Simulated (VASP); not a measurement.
Method: rev-vdW-DF2, VASP's PBE PAW potentials (set 64) (plane waves; VASP 6.6.1).

A VASP calculation is set up with these files.

### POSCAR
```
Rb
1
   -2.7544267026     2.7544267026     2.7544267026
    2.7544267026    -2.7544267026     2.7544267026
    2.7544267026     2.7544267026    -2.7544267026
Rb
1
Direct
  0.0000000000   0.0000000000   0.0000000000
```

### INCAR
```
LMAXMIX = 4   ! l cut-off of mixed one-centre charges
GGA = MK
PARAM1 = 0.1234568
SYSTEM = Rb
ENCUT = 520   ! plane-wave cut-off (eV)
LASPH = .TRUE.   ! aspherical one-centre terms
EDIFF = 1E-7   ! SCF stop (eV)
PREC = Accurate
LUSE_VDW = .TRUE.
SIGMA = 0.1
LREAL = .FALSE.
ISIF = 2   ! forces and stress, cell fixed
PARAM2 = 0.7114
ISMEAR = 1   ! Methfessel-Paxton
LWAVE = .FALSE.
NELM = 100   ! most electronic steps
ALGO = Normal   ! blocked Davidson
ZAB_VDW = -1.8867
AGGAC = 0.0
LCHARG = .FALSE.
```

KPOINTS:
```
Automatic mesh
0
Gamma
9 9 9
0 0 0
```

POTCAR, in this order: Rb_sv (PBE.64 set). Program: vasp_std.

Task: What will the output report for the number of irreducible k-points (NKPTS), largest plane-wave count, number of space-group operations, FFT grid (NGX, NGY, NGZ)?

Result: 
* **number of irreducible k-points (NKPTS)**: 35
* **largest plane-wave count**: 2280
* **number of space-group operations**: 48
* **FFT grid (NGX, NGY, NGZ)**: 36 × 36 × 36

The compound is Rb in the bcc structure. This cell is one point of a volume scan, at 0.97 of the reference volume.
